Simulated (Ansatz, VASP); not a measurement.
# Cross-check of BeSn between VASP and Ansatz

Wanted: the spread between two codes on one cell, functional and k mesh. The cell is invented: As first built, before any earlier steps moved the atoms (in the runner's words): it takes the MgZr structure with all of its atoms replaced by other elements, volume scaled by an estimate. It may not be a known or stable phase. The cell is taken from a series of VASP runs on this material, whose earlier steps may have relaxed, scaled or displaced it; both programs get it as it stands.

Program: Ansatz 0.2.0. Level of theory: plane waves, with VASP 6.6.1 beside it; band structure at PBE with D4, single point at PBE with D4 and band structure at PBE with D4, spin-orbit coupling. Results are calculated unless marked as measured.

## 1. The starting structure

Symmetry: P4/mmm, No. 123, tetragonal system. The conventional cell has a = 3.042 Å, b = 3.042 Å, c = 3.799 Å, α = 90.00°, β = 90.00°, γ = 90.00°. Sn has 8 Be at 2.87 Å and 4 Sn at 3.04 Å nearest. Nearest to Be lie 8 Sn at 2.87 Å. As first built, before any earlier steps moved the atoms (in the runner's words): sites of the MgZr structure (space group 123) filled with other elements, volume scaled by an estimate. Farther neighbours are not listed.

## 2. Ansatz: band structure, PBE with D4

Ansatz runs on its default PAW (the set named soft_2) files.

With cell and atoms fixed, the geometry can't cause a difference; cores, projectors, grids and the points listed under the comparison can.

The input, input.yaml:

```yaml
crystal:
  lattice:
    - [3.0423725544, 0.0, 0.0]
    - [0.0, 3.0423725544, 0.0]
    - [0.0, 0.0, 3.7991708654]
  atoms:
    - { symbol: Sn, position: [0.5, 0.5, 0.5] }
    - { symbol: Be, position: [0.0, 0.0, 0.0] }
hamiltonian:
  xc: pbe
  pseudopotentials: { kind: paw }
  dispersion: d4
kpoints:
  mp_grid: { grid: [7, 7, 6] }
  band_path:
    path:
      - [0.0, 0.0, 0.0]
      - [0.0, 0.13333, 0.0]
      - [0.0, 0.3, 0.0]
      - [0.0, 0.46667, 0.0]
      - [0.1, 0.5, 0.0]
      - [0.26667, 0.5, 0.0]
      - [0.43333, 0.5, 0.0]
      - [0.43333, 0.43333, 0.0]
      - [0.26667, 0.26667, 0.0]
      - [0.1, 0.1, 0.0]
      - [0.0, 0.0, 0.03333]
      - [0.0, 0.0, 0.2]
      - [0.0, 0.0, 0.36667]
      - [0.0, 0.0, 0.5]
      - [0.0, 0.16667, 0.5]
      - [0.0, 0.3, 0.5]
      - [0.0, 0.46667, 0.5]
      - [0.1, 0.5, 0.5]
      - [0.26667, 0.5, 0.5]
      - [0.43333, 0.5, 0.5]
      - [0.43333, 0.43333, 0.5]
      - [0.26667, 0.26667, 0.5]
      - [0.1, 0.1, 0.5]
      - [0.0, 0.5, 0.03333]
      - [0.0, 0.5, 0.2]
      - [0.0, 0.5, 0.36667]
      - [0.5, 0.5, 0.0]
      - [0.5, 0.5, 0.16667]
      - [0.5, 0.5, 0.33333]
      - [0.5, 0.5, 0.5]
    npoints: 1
scf:
  occupations: { method: fermi_dirac, width: 0.05 }
  n_extra_bands: 7
output:
  forces: true
  stress: true
  eigenvalues: true
```

Run with:

```bash
$ ansatz run input.yaml --threads 2 --pin off --max-ram 4608MiB --backend cpu --events-out ev --progress --plain --runs-dir out
```

Numbers of over 12 decimals in the logs are rounded to 6 here.

Log:

```text
scf.n_extra_bands = 7 over 8 filled bands (N_el = 16.0): the run solves 15 bands
Engine: ansatz 0.2.0, aarch64-unknown-linux-gnu
Pseudopotentials: kind: paw
Pseudopotential: Sn, paw, valence charge 14, recommended cutoff 420 eV (normal), Sn.paw.azcp
Pseudopotential: Be, paw, valence charge 2, recommended cutoff 420 eV (normal), Be.paw.azcp
Functional definition: PBE
  parameter kappa = 0.804
  parameter beta = 0.066725
  exchange = pbe_x(kappa = kappa, mu = beta*pi^2/3)
  correlation = pbe_c(beta = beta)
Crystal: 2 atoms, lattice volume = 35.165 Å³
Basis set: ecut = 420 eV, 685 PW (Γ), exchange–correlation on 48×48×54 points (8 copies of the dense FFT grid, shifted against one another)
Bands: 15, of which v1, the nominal top of the filled ones, is band 8 counted from 1 (7 counted from 0)
Symmetry: 16 space group operations
Space group: P4/mmm (ITA 123), of the structure as read, at distance tolerance 3.3e-5 Å
k-points: 40 of 294
Non-local potential: Sn, projectors of the file, l = 0: 2, l = 1: 2, l = 2: 2, l = 3: 2
Non-local potential: Be, projectors of the file, l = 0: 2, l = 1: 2, l = 2: 1
PAW form: soft (Blöchl's): semilocal exchange-correlation on the pseudo side does not see the compensation charge
PAW one-centre angular grid: Sn, 590 points (default); XC on 64 Gauss nodes
PAW one-centre angular grid: Be, 110 points (default); XC on 64 Gauss nodes
Initial density: superposition of atomic densities (neutral atoms: chi_scale 0, normalization atom), corrected by the library's trained network
Initial wavefunctions: pseudopotential atomic-orbital guess
Functional: x = pbe(κ = 0.804, μ = 0.219515), c = pbe(β = 0.066725)
SCF iter   1: F=—  HF=-6116.269902 eV  |F-HF|=—  |Δ(HF+E_count)|=         —  Δρ=1.60e-3  dr2=1.19e-3  ethr=1.77e-3  ⟨swp⟩=5.7  Hψ=3350  notcnv=0  defer=1
preconditioner: auto → none  [metal: Δε(μ)=0.074 eV  Ē_g=22.212 eV  σ=0.050 eV  W_gap=0.34  n_scr=6 (ndim 8)  ℏωp=25.0 eV  f_vac=0.000  D(μ)=0.96/eV (n_scr^D=6)  sad-step TF]
SCF iter   2: F=—  HF=-6116.269267 eV  |F-HF|=—  |Δ(HF+E_count)|=   6.34e-4  Δρ=9.92e-4  dr2=4.52e-4  ethr=7.44e-6  ⟨swp⟩=2.2  Hψ=1205  notcnv=0  defer=47
SCF iter   3: F=—  HF=-6116.269227 eV  |F-HF|=—  |Δ(HF+E_count)|=   4.02e-5  Δρ=3.93e-4  dr2=1.14e-4  ethr=2.83e-6  ⟨swp⟩=2.1  Hψ=627  notcnv=0  defer=47
SCF iter   4: F=—  HF=-6116.269186 eV  |F-HF|=—  |Δ(HF+E_count)|=   4.11e-5  Δρ=9.91e-5  dr2=3.59e-6  ethr=7.13e-7  ⟨swp⟩=2.8  Hψ=818  notcnv=0  defer=47
SCF iter   5: F=—  HF=-6116.269168 eV  |F-HF|=—  |Δ(HF+E_count)|=   1.81e-5  Δρ=2.12e-5  dr2=1.31e-7  ethr=2.24e-8  ⟨swp⟩=2.6  Hψ=858  notcnv=0  defer=47
SCF iter   6: F=-6116.269168 eV  HF=-6116.269168 eV  |F-HF|=7.39e-9  |Δ(HF+E_count)|=   3.19e-8  Δρ=3.88e-6  dr2=7.23e-9  ethr=6.25e-10  ⟨swp⟩=7.4  Hψ=2685  notcnv=0
SCF 1 converged in 6 iterations: F = -6116.269168 eV  dr2 = 7.23e-9
  greatest PAW one-centre occupation: 0.991 electrons in one spin orbital (limit 2), on the Sn atom at site 0 (counted from 0), in its partial waves of l = 2
NSCF: frozen V_eff on 30 k-points
SCF converged after 6 iterations
Free energy (F): -6116.269168 eV
Harris-Foulkes:  -6116.269168 eV  (|F-HF|=7.39e-9)
Internal energy: -6116.261422 eV  (E = F + TS)
E sigma→0 (E₀):  -6116.265295 eV
Entropy (-TS):   -0.007745 eV (-3.873 meV/atom)
Fermi energy:    10.659665 eV
--- Per-component energies (eV) ---
  E_band       = -73.593359
  E_kinetic    = 204.421235
  E_local      = -952.007885  (includes V_loc(G=0)·N_el)
  E_nonlocal   = -27.586265
  E_hartree    = 587.079295
  E_xc         = -401.412395
  E_vxc        = -115.755692  (∫ρ·V_xc dr)
  E_paw        = -4195.936546  (= ΣΔE_a)
  E_vpaw       = -356.827191  (= ΣTr[D̂ρ^β])
  E_aug_tail   = -0.000001  (compensation charges beyond the density's cutoff)
  E_ewald      = -1330.194727
  E_disp       = -0.624134  (pairwise vdW)
  E_smearing   = -0.007745  (= −TS)
  E_closure    = 0.000000  (closes the sum)
  Σ components = -6116.269168   (vs F -6116.269168, Δ=0.00e0)
--- Forces (eV/Å), atoms counted from 1 ---
  atom   1  Sn     0.00000000     0.00000000     0.00000000
  atom   2  Be    -0.00000000     0.00000000     0.00000000
  max |Σ_I F_I| component: 5.67e-29 eV/Å
--- Stress (GPa, compression-positive) ---
        0.087825       0.000000       0.000000
        0.000000       0.087825       0.000000
        0.000000       0.000000       0.219714
  P = ⅓ Tr σ = 0.1318 GPa (1.318 kbar)
--- Band table (eV; the first three rows and the last of 40) ---
  k-point 0: bands = [... 4 lower, -10.8190, -1.0811, 8.5043, 11.5331, 13.5405, 13.5405, 17.8831, 18.2982, ... 3 higher]
  k-point 1: bands = [... 4 lower, -10.8188, -0.8369, 6.6648, 13.7527, 13.8575, 13.8575, 18.1068, 18.5113, ... 3 higher]
  k-point 2: bands = [... 4 lower, -10.8184, -0.1783, 4.4414, 14.7885, 14.7885, 16.6072, 18.3164, 18.3164, ... 3 higher]
  k-point 39: bands = [... 4 lower, -10.7078, 6.5027, 8.8123, 9.0657, 9.5692, 10.5851, 11.6215, 12.2647, ... 3 higher]
```

It took 1.2 s on 2 threads of Arm Neoverse V2, shared host; peak memory 0.29 GiB; 2 s of CPU time.

## 3. VASP: band structure, PBE with D4

The same cell, functional, mesh and smearing now go to VASP, with its own data sets and cutoff.

Lines of VASP's logs that name or quote its potential files are left out, and so is its time.

The input, INCAR:

```
SYSTEM = BeSn
PREC = Accurate
ENCUT = 400
EDIFF = 1E-06
NELM = 100
ISMEAR = -1
SIGMA = 0.05
LREAL = .FALSE.
ALGO = Normal
GGA = PE
IVDW = 13
LORBIT = 11
LWAVE = .FALSE.
LCHARG = .FALSE.
```

The input, POSCAR:

```
BeSn
1.0
    3.0423725544      0.0000000000      0.0000000000
    0.0000000000      3.0423725544      0.0000000000
    0.0000000000      0.0000000000      3.7991708654
Sn Be
1 1
Direct
    0.5000000000      0.5000000000      0.5000000000
    0.0000000000      0.0000000000      0.0000000000
```

The input, KPOINTS:

```
Automatic mesh
0
Gamma
7 7 6
0 0 0
```

The input, KPOINTS_OPT:

```
Line mode
16
Line-mode
Reciprocal
  0.00000000   0.00000000   0.00000000 GAMMA
  0.00000000   0.50000000   0.00000000 X

  0.00000000   0.50000000   0.00000000 X
  0.50000000   0.50000000   0.00000000 M

  0.50000000   0.50000000   0.00000000 M
  0.00000000   0.00000000   0.00000000 GAMMA

  0.00000000   0.00000000   0.00000000 GAMMA
  0.00000000   0.00000000   0.50000000 Z

  0.00000000   0.00000000   0.50000000 Z
  0.00000000   0.50000000   0.50000000 R

  0.00000000   0.50000000   0.50000000 R
  0.50000000   0.50000000   0.50000000 A

  0.50000000   0.50000000   0.50000000 A
  0.00000000   0.00000000   0.50000000 Z

  0.00000000   0.50000000   0.00000000 X
  0.00000000   0.50000000   0.50000000 R

  0.50000000   0.50000000   0.00000000 M
  0.50000000   0.50000000   0.50000000 A
```

The projector-augmented-wave data sets are Sn_d and Be (PBE family, release 64).

Run with:

```bash
$ mpirun -np 1 vasp_std
```

Log:

```text
[banner, memory and clock lines left out]
running    1 mpi-ranks, on    1 nodes
 distrk:  each k-point on    1 cores,    1 groups
 distr:  one band on    1 cores,    1 groups

 POSCAR found type information on POSCAR SnBe
 POSCAR found :  2 types and       2 ions
 LDA part: xc-table for (Slater+PW92), standard interpolation
 POSCAR, INCAR and KPOINTS ok, starting setup
 FFT: planning ... GRIDC
 FFT: planning ... GRID_SOFT
 FFT: planning ... GRID
 WAVECAR not read
 entering main loop
       N       E                     dE             d eps       ncg     rms          rms(c)
DAV:   1     0.780287815348E+02    0.78029E+02   -0.76712E+03   984   0.168E+03
DAV:   2    -0.133533740269E+01   -0.79364E+02   -0.76714E+02  1028   0.323E+02
DAV:   3    -0.621965703295E+01   -0.48843E+01   -0.47965E+01  1152   0.787E+01
DAV:   4    -0.632724644183E+01   -0.10759E+00   -0.10741E+00  1140   0.128E+01
DAV:   5    -0.633073631077E+01   -0.34899E-02   -0.34897E-02  1212   0.229E+00    0.226E+00
DAV:   6    -0.629375710975E+01    0.36979E-01   -0.48571E-02  1312   0.375E+00    0.126E+00
DAV:   7    -0.628484183133E+01    0.89153E-02   -0.17241E-02  1392   0.202E+00    0.280E-01
DAV:   8    -0.628393583215E+01    0.90600E-03   -0.16442E-03  1184   0.632E-01    0.299E-02
DAV:   9    -0.628393090470E+01    0.49274E-05   -0.94506E-05  1228   0.165E-01    0.163E-02
DAV:  10    -0.628393060819E+01    0.29651E-06   -0.72483E-06  1160   0.410E-02
   1 F= -.69078078E+01 E0= -.69039434E+01  d E =-.772888E-02
 Start KPOINTS_OPT (optional k-point list driver)
k-point batch [1-40\144]
       N       E                     dE             ncg
DAV:   1    -0.113040327574E+04   -0.18085E+05      964
DAV:   2    -0.414435884982E+04   -0.30140E+04     1004
DAV:   3    -0.433460911844E+04   -0.19025E+03     1160
DAV:   4    -0.433950308973E+04   -0.48940E+01     1168
DAV:   5    -0.433969839483E+04   -0.19531E+00     1256
DAV:   6    -0.433970673757E+04   -0.83427E-02     1344
DAV:   7    -0.433970715529E+04   -0.41773E-03     1240
DAV:   8    -0.433970716003E+04   -0.47388E-05      888
DAV:   9    -0.433970716017E+04   -0.14121E-06      764
[...]
k-point batch [121-144\144]
       N       E                     dE             ncg
DAV:   1     0.620161987273E+04   -0.15707E+05      580
DAV:   2     0.441640679843E+04   -0.17852E+04      584
DAV:   3     0.428923914293E+04   -0.12717E+03      716
DAV:   4     0.428674512681E+04   -0.24940E+01      740
DAV:   5     0.428666861576E+04   -0.76511E-01      696
DAV:   6     0.428666534026E+04   -0.32755E-02      784
DAV:   7     0.428666529410E+04   -0.46156E-04      712
DAV:   8     0.428666529374E+04   -0.36433E-06      500
```

From OUTCAR (step 3):

```text
ion  position               nearest neighbor table
   1  0.500  0.500  0.500-   2 2.87   2 2.87   2 2.87   2 2.87   2 2.87   2 2.87   2 2.87   2 2.87

  LATTYP: Found a simple tetragonal cell.
 ALAT       =     3.0423725544
 C/A-ratio  =     1.2487526749

 Subroutine GETGRP returns: Found 16 space group operations
 (whereof 16 operations were pure point group operations)

The static configuration has the point symmetry D_4h.

 Found     40 irreducible k-points:

   k-points           NKPTS =     40   k-points in BZ     NKDIM =     40   number of bands    NBANDS=     12

   dimension x,y,z NGX =    20 NGY =   20 NGZ =   28
   dimension x,y,z NGXF=    40 NGYF=   40 NGZF=   56

   ENCUT  =  400.0 eV  29.40 Ry    5.42 a.u.   4.96  4.96  6.20*2*pi/ulx,y,z

   NELECT =      16.0000    total number of electrons

 k-points in reciprocal lattice and weights: Automatic mesh
   0.00000000  0.00000000  0.00000000       0.003
   0.14285714  0.00000000  0.00000000       0.014
   0.28571429  0.00000000  0.00000000       0.014
   0.42857143  0.00000000  0.00000000       0.014
   0.14285714  0.14285714  0.00000000       0.014
   0.28571429  0.14285714  0.00000000       0.027
   0.42857143  0.14285714  0.00000000       0.027
   0.28571429  0.28571429  0.00000000       0.014
   0.42857143  0.28571429  0.00000000       0.027
[...]
0.42857143  0.28571429  0.50000000       0.027
   0.42857143  0.42857143  0.50000000       0.014

 average (electrostatic) potential at core
       1 -98.8951       2 -32.9003

 E-fermi :   8.2795

 k-point     1 :       0.0000    0.0000    0.0000
  band No.  band energies     occupation
    ...
      3     -13.1995      2.00000
      4     -13.1995      2.00000
      5     -13.1936      2.00000
      6      -3.4617      2.00000
      7       6.1241      2.00000
      8       9.1534      0.00000
      9      11.1604      0.00000
     10      11.1604      0.00000
     11      15.5099      0.00000
     12      15.9215      0.00000

 k-point     2 :       0.1429    0.0000    0.0000
  band No.  band energies     occupation
    ...
      3     -13.2262      2.00000
      4     -13.2153      2.00000
      5     -13.1971      2.00000
      6      -3.1317      2.00000
      7       6.5031      2.00000
      8       8.6568      0.00106
      9       9.4198      0.00000
     10      11.5172      0.00000
     11      15.9228      0.00000
     12      17.3751      0.00000

 k-point     3 :       0.2857    0.0000    0.0000
  band No.  band energies     occupation
    ...
      4     -13.2638      2.00000
      5     -13.1919      2.00000
      6      -2.1395      2.00000
      7       5.2695      2.00000
      8       7.6148      2.00000
      9      10.0761      0.00000
     10      12.5480      0.00000
     11      14.6240      0.00000
     12      15.2136      0.00000

  DFT-D4 for vdW energy calculation

  Edisp (eV):   -0.62388

  Total       0.01814     0.01814     0.04828     0.00000     0.00000    -0.00000
  in kB       0.82644     0.82644     2.19974     0.00000     0.00000    -0.00000
  external pressure =        1.28 kB  Pullay stress =        0.00 kB

  energy-cutoff  :      400.00
  volume of cell :       35.17
      direct lattice vectors                 reciprocal lattice vectors
     3.042372554  0.000000000  0.000000000     0.328690843  0.000000000  0.000000000
     0.000000000  3.042372554  0.000000000     0.000000000  0.328690843  0.000000000
     0.000000000  0.000000000  3.799170865     0.000000000  0.000000000  0.263215327

 POSITION                                       TOTAL-FORCE (eV/Angst)
 -----------------------------------------------------------------------------------
      1.52119      1.52119      1.89959         0.000000      0.000000      0.000000
      0.00000      0.00000      0.00000         0.000000      0.000000      0.000000
 -----------------------------------------------------------------------------------
    total drift:                               -0.000000      0.000000      0.000000

  FREE ENERGIE OF THE ION-ELECTRON SYSTEM (eV)
  ---------------------------------------------------
  free  energy   TOTEN  =        -6.9078077959 eV

  energy  without entropy=       -6.9000789171  energy(sigma->0) =       -6.90394336

 total charge
# of ion       s       p       d       tot
------------------------------------------
    1        1.233   1.067  10.027  12.326
    2        0.391   0.393   0.000   0.784
--------------------------------------------------
tot          1.624   1.460  10.027  13.110

[... 3 further parts left out ...]
```

The run ends at a pressure of 0.13 GPa.

## 4. Differences

Known differences besides the potentials themselves: the cutoff is 420 eV in Ansatz and 400 eV in VASP; VASP leaves aspherical gradient terms in its spheres out (LASPH is not set), Ansatz keeps them. Total energies have different zeros and are not compared.

Compared:

```
      quantity  Ansatz  VASP  difference
pressure (GPa)    0.13  0.13        0.00
```

Levels from 3 eV below to 2 eV above the Fermi level differ by 1 meV r.m.s. and 2 meV at most; each VASP level is matched to the nearest of Ansatz, which flatters the figure a little. Ansatz's pressure holds a Pulay correction of 0.04 GPa; VASP's holds none.

## 5. Ansatz: single point, PBE with D4

A single point gives forces, pressure and levels at one fixed geometry, so differences don't come from the geometry; what else differs is listed under the comparison.

The cell is taken from a series of VASP runs on this material, whose earlier steps may have relaxed, scaled or displaced it; both programs get it as it stands.

input.yaml, the sections that differ from step 2:

```yaml
kpoints:
  mp_grid: { grid: [11, 11, 9] }
scf:
  occupations: { method: tetrahedron }
output:
  forces: true
  stress: true
# crystal, hamiltonian: as in step 2
```

Run with:

```bash
$ ansatz run input.yaml --threads 2 --pin off --max-ram 4608MiB --backend cpu --events-out ev --progress --plain --runs-dir out
```

Log:

```text
Warning: output.forces, output.stress, relax.cell or npt_langevin: where a Kohn–Sham band that disperses or a degenerate level is filled in part under the method tetrahedron, the forces or the stress that this run publishes need not agree with its energy (scf.occupations.method in the input reference, under Limitations); prefer a smearing scheme for the forces or the stress
[...]
--- Band table (eV; the first three rows and the last of 105) ---
  k-point 0: bands = [... 4 lower, -10.8239, -1.0828, 8.5025, 11.5309, 13.5382, 13.5382, 17.8837, 18.2963]
  k-point 1: bands = [... 4 lower, -10.8238, -0.9732, 7.4701, 12.7387, 13.6793, 13.6793, 17.9830, 18.3847]
  k-point 2: bands = [... 4 lower, -10.8235, -0.6552, 5.8608, 14.0994, 14.0994, 14.8046, 18.2816, 18.7180]
  k-point 104: bands = [... 4 lower, -10.6946, 7.0781, 8.7580, 9.1895, 9.6503, 10.7359, 11.4096, 11.5806]
[key lines of the parts left out:]
SCF converged after 6 iterations
Free energy (F): -6116.245234 eV
Fermi energy:    10.626288 eV
P = ⅓ Tr σ = -0.2235 GPa (-2.235 kbar)
```

Elapsed: 1.5 s, on 2 threads; peak memory 0.32 GiB; 2.6 s of CPU time.

The run ends at a pressure of -0.22 GPa.

(Part 1 of 2 ends here.)

[Lines on the potential files, build, host, timing and source positions are cut from VASP's logs without a mark.]

[Logs are printed without paths, hosts, clocks, repeated set-up lines and the standing remarks that a program may print on its own settings, such as how far it seeks lower states.]

[Hosts, paths, dates, database ids (printed as entryN), source tags and the programs' standing remarks are cut or masked in the printed files.]
